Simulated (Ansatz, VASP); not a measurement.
BePd: VASP beside Ansatz

```xyz
2
Lattice="2.7726 0.0000 0.0000 0.0000 2.7726 0.0000 0.0000 0.0000 2.7726" Properties=species:S:1:pos:R:3 pbc="T T T"
Be    0.0000    0.0000    0.0000
Pd    1.3863    1.3863    1.3863
```

Alike in both runs: functional LDA; k mesh 14 × 14 × 14; occupations gaussian, width 0.1 eV; no spin polarisation.

Ansatz relaxed the structure, and its values are those at the end. VASP's run is a single point on that final structure, the one shown.

```csv
,VASP,Ansatz
version,VASP 6.6.1,Ansatz 0.2.0
potentials or method,"VASP PAW LDA potentials, release 64 (Be, Pd)","scalar-relativistic, plane waves, PAW"
plane-wave cutoff (eV),520,420
valence electrons in the cell,12,20
```

|  | VASP | Ansatz | Ansatz less VASP |
| --- | --- | --- | --- |
| gap on the k mesh at the Fermi level (eV) | none | none | - |
| pressure (GPa) | 0.7 | 0.0 | -0.69 |

A gap of «none» marks a metal or a gap that the smearing closes. The two sets of potentials don't hold the same shells in valence.
